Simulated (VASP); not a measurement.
These are r2SCAN+rVV10, VASP's PBE PAW potentials (set 64) (plane waves; VASP) values and carry that method's errors.

A VASP calculation is set up with these files.

File KPOINTS:
```
Automatic mesh
0
Gamma
5 5 5
0 0 0
```

### POSCAR
```
BaTiO3
1
    3.9837729775    -0.0000000000     0.0000000000
    0.0000000000     3.9837729775    -0.0000000000
    0.0000000000    -0.0000000000     3.9837729775
Ba Ti O
1 1 3
Direct
  0.0000000000   0.0000000000   0.0000000000
  0.5000000000   0.5000000000   0.5000000000
  0.5000000000   0.0000000000   0.5000000000
  0.0000000000   0.5000000000   0.5000000000
  0.5000000000   0.5000000000   0.0000000000
```

### INCAR
```
ALGO = Normal
BPARAM = 11.95
CPARAM = 0.0093
EDIFF = 1E-6
EDIFFG = -0.02
ENCUT = 520
IBRION = 2
ISIF = 3
ISMEAR = 0
LASPH = .TRUE.
LCHARG = .FALSE.
LMAXMIX = 4
LMIXTAU = .TRUE.
LREAL = .FALSE.
LUSE_VDW = .TRUE.
LWAVE = .FALSE.
METAGGA = R2SCAN
NELM = 100
NSW = 60
PREC = Accurate
SIGMA = 0.05
SYSTEM = BaTiO3
```

POTCAR, in this order: Ba_sv Ti_sv O (PBE.64 set). Program: vasp_std.

The resulting files:

### OUTCAR
```
 ion  position               nearest neighbor table
   1  0.000  0.000  0.000-   3 2.82   4 2.82   5 2.82   3 2.82   4 2.82   4 2.82   5 2.82   4 2.82
                             3 2.82   5 2.82   3 2.82   5 2.82   2 3.45   2 3.45   2 3.45   2 3.45
   2  0.500  0.500  0.500-   3 1.99   4 1.99   5 1.99   5 1.99   3 1.99   4 1.99   1 3.45   1 3.45
                             1 3.45   1 3.45   1 3.45   1 3.45   1 3.45   1 3.45
   3  0.500  0.000  0.500-   2 1.99   2 1.99   1 2.82   1 2.82   1 2.82   1 2.82
   4  0.000  0.500  0.500-   2 1.99   2 1.99   1 2.82   1 2.82   1 2.82   1 2.82
   5  0.500  0.500  0.000-   2 1.99   2 1.99   1 2.82   1 2.82   1 2.82   1 2.82
  LATTYP: Found a simple cubic cell.
 ALAT       =     3.9837729775
 Subroutine PRICEL returns:
 Original cell was already a primitive cell.
 Subroutine GETGRP returns: Found 48 space group operations
The static configuration has the point symmetry O_h .
The dynamic configuration has the point symmetry O_h .
 Subroutine INISYM returns: Found 48 space group operations
 Subroutine IBZKPT returns following result:
 Found     10 irreducible k-points:

 Following reciprocal coordinates:
            Coordinates               Weight
  0.000000  0.000000  0.000000      1.000000
  0.200000  0.000000  0.000000      6.000000
  0.400000  0.000000  0.000000      6.000000
  0.200000  0.200000  0.000000     12.000000
  0.400000  0.200000  0.000000     24.000000
  0.400000  0.400000  0.000000     12.000000
  0.200000  0.200000  0.200000      8.000000
  0.400000  0.200000  0.200000     24.000000
  0.400000  0.400000  0.200000     24.000000
  0.400000  0.400000  0.400000      8.000000
   k-points           NKPTS =     10   k-points in BZ     NKDIM =     10   number of bands    NBANDS=     24
   number of dos      NEDOS =    301   number of ions     NIONS =      5
   total plane-waves  NPLWV =  27000
   dimension x,y,z NGX =    30 NGY =   30 NGZ =   30
   dimension x,y,z NGXF=    60 NGYF=   60 NGZF=   60
   ions per type =               1   1   3
   PREC   = accura    normal or accurate (medium, high low for compatibility)
   ISTART =      0    job   : 0-new  1-cont  2-samecut
   ICHARG =      2    charge: 1-file 2-atom 10-const
   ISPIN  =      1    spin polarized calculation?
   LNONCOLLINEAR =      F non collinear calculations
   LSORBIT =      F    spin-orbit coupling
   INIWAV =      1    electr: 0-lowe 1-rand  2-diag
   ENCUT  =  520.0 eV  38.22 Ry    6.18 a.u.   7.41  7.41  7.41*2*pi/ulx,y,z
   NELM   =    100;   NELMIN=  2; NELMDL= -5     # of ELM steps
   EDIFF  = 0.1E-05   stopping-criterion for ELM
   LREAL  =      F    real-space projection
   NLSPLINE    = F    spline interpolate recip. space projectors
   LMAXMIX     =    4 max onsite mixed and CHGCAR
   VOSKOWN=      0    Vosko Wilk Nusair interpolation
   EDIFFG = -.2E-01   stopping-criterion for IOM
   NSW    =     60    number of steps for IOM
   NBLOCK =      1;   KBLOCK =     60    inner block; outer block
   IBRION =      2    ionic relax: 0-MD 1-quasi-New 2-CG
   NFREE  =      1    steps in history (QN), initial steepest desc. (CG)
   ISIF   =      3    stress and relaxation
   ISYM   =      2    0-nonsym 1-usesym 2-fastsym
   TEIN   =    0.0    initial temperature
   TEBEG  =    0.0;   TEEND  =   0.0 temperature during run
   SMASS  =  -3.00    Nose mass-parameter (am)
   PSTRESS=    0.0 pullay stress
   NELECT =      40.0000    total number of electrons
   EFERMI =   0.00;   METHOD = LEGACY
   ISMEAR =     0;   SIGMA  =   0.05  broadening in eV -4-tet -1-fermi 0-gaus
   IALGO  =     38    algorithm
   LDIAG  =      T    sub-space diagonalisation (order eigenvalues)
   IMIX   =      4    mixing-type and parameters
     AMIX     =   0.40;   BMIX     =  1.00
     AMIX_MAG =   1.60;   BMIX_MAG =  1.00
     AMIN     =   0.10
   METAGGA = R2SCAN    functional components
   VOSKOWN =     0    Vosko Wilk Nusair interpolation
   LHFCALC =     F    Hartree Fock is set to
   LHFONE  =     F    Hartree Fock one center treatment
...
```

### OSZICAR
```
       N       E                     dE             d eps       ncg     rms          rms(c)
DAV:   1     0.433956114040E+03    0.43396E+03   -0.22002E+04   480   0.186E+03
DAV:   2    -0.417580497851E+02   -0.47571E+03   -0.46842E+03   576   0.513E+02
DAV:   3    -0.939737187791E+02   -0.52216E+02   -0.48635E+02   744   0.152E+02
DAV:   4    -0.961740053349E+02   -0.22003E+01   -0.21995E+01   672   0.290E+01
DAV:   5    -0.962711216870E+02   -0.97116E-01   -0.97112E-01   704   0.437E+00    0.237E+01
DAV:   6    -0.735296372807E+02    0.22741E+02   -0.49373E+01   720   0.793E+01    0.739E+00
DAV:   7    -0.725414803978E+02    0.98816E+00   -0.47309E+00   560   0.148E+01    0.424E+00
DAV:   8    -0.761061502199E+02   -0.35647E+01   -0.16701E+00   608   0.117E+01    0.181E+00
DAV:   9    -0.728810017153E+02    0.32251E+01   -0.12639E+00   520   0.908E+00    0.963E-01
DAV:  10    -0.733114514924E+02   -0.43045E+00   -0.26513E-01   616   0.434E+00    0.526E-01
DAV:  11    -0.732834744777E+02    0.27977E-01   -0.27240E-02   592   0.156E+00    0.163E-01
DAV:  12    -0.733168220090E+02   -0.33348E-01   -0.23431E-02   568   0.144E+00    0.121E-01
DAV:  13    -0.733194231887E+02   -0.26012E-02   -0.18619E-03   640   0.351E-01    0.106E-01
DAV:  14    -0.733178064619E+02    0.16167E-02   -0.16724E-03   496   0.480E-01    0.355E-02
DAV:  15    -0.733202796659E+02   -0.24732E-02   -0.12081E-03   480   0.384E-01    0.254E-02
DAV:  16    -0.733203830223E+02   -0.10336E-03   -0.12646E-04   808   0.958E-02    0.246E-02
DAV:  17    -0.733203787664E+02    0.42559E-05   -0.54687E-06   552   0.211E-02    0.231E-02
DAV:  18    -0.733203755482E+02    0.32182E-05   -0.23573E-05   536   0.542E-02    0.670E-03
DAV:  19    -0.733203844859E+02   -0.89378E-05   -0.66320E-06   488   0.269E-02    0.420E-03
DAV:  20    -0.733203852978E+02   -0.81193E-06   -0.36357E-07   240   0.572E-03
   1 F= -.73320385E+02 E0= -.73320385E+02  d E =-.733204E+02
       N       E                     dE             d eps       ncg     rms          rms(c)
DAV:   1    -0.734564697001E+02   -0.13609E+00   -0.43957E+00   552   0.220E+01    0.310E+00
DAV:   2    -0.733364278268E+02    0.12004E+00   -0.47549E-01   576   0.658E+00    0.118E+00
DAV:   3    -0.733193866574E+02    0.17041E-01   -0.15778E-01   544   0.237E+00    0.256E-01
DAV:   4    -0.733168723607E+02    0.25143E-02   -0.24927E-02   576   0.123E+00    0.216E-01
DAV:   5    -0.733178675495E+02   -0.99519E-03   -0.22354E-03   616   0.421E-01    0.103E-01
DAV:   6    -0.733187710297E+02   -0.90348E-03   -0.51518E-03   688   0.339E-01    0.126E-01
DAV:   7    -0.733186267508E+02    0.14428E-03   -0.30016E-04   496   0.173E-01    0.583E-02
DAV:   8    -0.733187274989E+02   -0.10075E-03   -0.32582E-04   496   0.181E-01    0.208E-02
DAV:   9    -0.733188245344E+02   -0.97036E-04   -0.70859E-05   512   0.832E-02    0.128E-02
DAV:  10    -0.733188213371E+02    0.31973E-05   -0.13394E-05   624   0.256E-02    0.448E-03
DAV:  11    -0.733188201646E+02    0.11725E-05   -0.18850E-06   336   0.125E-02    0.224E-03
DAV:  12    -0.733188197498E+02    0.41481E-06   -0.11501E-06   320   0.122E-02
   2 F= -.73318820E+02 E0= -.73318820E+02  d E =0.156555E-02
       N       E                     dE             d eps       ncg     rms          rms(c)
DAV:   1    -0.733654773100E+02   -0.46657E-01   -0.12775E+00   560   0.117E+01    0.168E+00
DAV:   2    -0.733299670496E+02    0.35510E-01   -0.13389E-01   576   0.345E+00    0.641E-01
DAV:   3    -0.733250170390E+02    0.49500E-02   -0.44153E-02   584   0.134E+00    0.134E-01
DAV:   4    -0.733243282872E+02    0.68875E-03   -0.61850E-03   576   0.586E-01    0.827E-02
DAV:   5    -0.733246288665E+02   -0.30058E-03   -0.19189E-03   688   0.345E-01    0.521E-02
DAV:   6    -0.733249340636E+02   -0.30520E-03   -0.76882E-04   704   0.148E-01    0.697E-02
DAV:   7    -0.733248963207E+02    0.37743E-04   -0.92274E-05   496   0.997E-02    0.245E-02
DAV:   8    -0.733249584496E+02   -0.62129E-04   -0.10912E-04   528   0.106E-01    0.106E-02
DAV:   9    -0.733249876455E+02   -0.29196E-04   -0.29409E-05   512   0.532E-02    0.520E-03
DAV:  10    -0.733249909959E+02   -0.33504E-05   -0.39275E-06   584   0.154E-02    0.215E-03
DAV:  11    -0.733249904447E+02    0.55113E-06   -0.17144E-06   312   0.100E-02
   3 F= -.73324990E+02 E0= -.73324990E+02  d E =-.460515E-02
```

### OUTCAR
```
------------------------ aborting loop because EDIFF is reached ----------------------------------------
  FORCE on cell =-STRESS in cart. coord.  units (eV):
  Direction    XX          YY          ZZ          XY          YZ          ZX
  --------------------------------------------------------------------------------------
  Total       -0.0011468     -0.0011468     -0.0011468     -0.0000000     -0.0000000      0.0000000
  in kB       -0.0287391     -0.0287391     -0.0287391     -0.0000000     -0.0000000      0.0000000
  external PRESSURE =      -0.0287391 kB  Pullay stress =       0.0000000 kB
  volume of cell :       63.93
      direct lattice vectors                 reciprocal lattice vectors
     3.998599624 -0.000000000  0.000000000     0.250087554  0.000000000 -0.000000000
    -0.000000000  3.998599624 -0.000000000     0.000000000  0.250087554 -0.000000000
     0.000000000  0.000000000  3.998599624    -0.000000000  0.000000000  0.250087554
 POSITION                                       TOTAL-FORCE (eV/Angst)
 -----------------------------------------------------------------------------------
      0.00000      0.00000      0.00000         0.000000     -0.000000      0.000000
      1.99930      1.99930      1.99930        -0.000000      0.000000      0.000000
      1.99930     -0.00000      1.99930         0.000000      0.000000      0.000000
      0.00000      1.99930      1.99930        -0.000000      0.000000      0.000000
      1.99930      1.99930      0.00000        -0.000000     -0.000000      0.000000
 -----------------------------------------------------------------------------------
    total drift:                                0.000000      0.000000     -0.000000
  FREE ENERGIE OF THE ION-ELECTRON SYSTEM (eV)
  ---------------------------------------------------
  free  energy   TOTEN  =       -73.3249904447 eV

  energy  without entropy=      -73.3249904447  energy(sigma->0) =      -73.32499044

 reached required accuracy - stopping structural energy minimisation
```
(Selected blocks of OUTCAR.)

**CONTCAR**
```
BaTiO3
   1.00000000000000
     3.9985996240576829   -0.0000000000000000    0.0000000000000000
    -0.0000000000000000    3.9985996240576829   -0.0000000000000000
     0.0000000000000000    0.0000000000000000    3.9985996240576829
  Ba              Ti              O
     1     1     3
Direct
     0.0000000000000000    0.0000000000000000    0.0000000000000000
     0.5000000000000000    0.5000000000000000    0.5000000000000000
     0.5000000000000000    0.0000000000000000    0.5000000000000000
     0.0000000000000000    0.5000000000000000    0.5000000000000000
     0.5000000000000000    0.5000000000000000    0.0000000000000000
```

The compound is BaTiO3 in the cubic perovskite structure, the ideal cubic form; the compound distorts at low or room temperature. This run relaxes it. Symmetry was kept, so distortions that lower it aren't found.
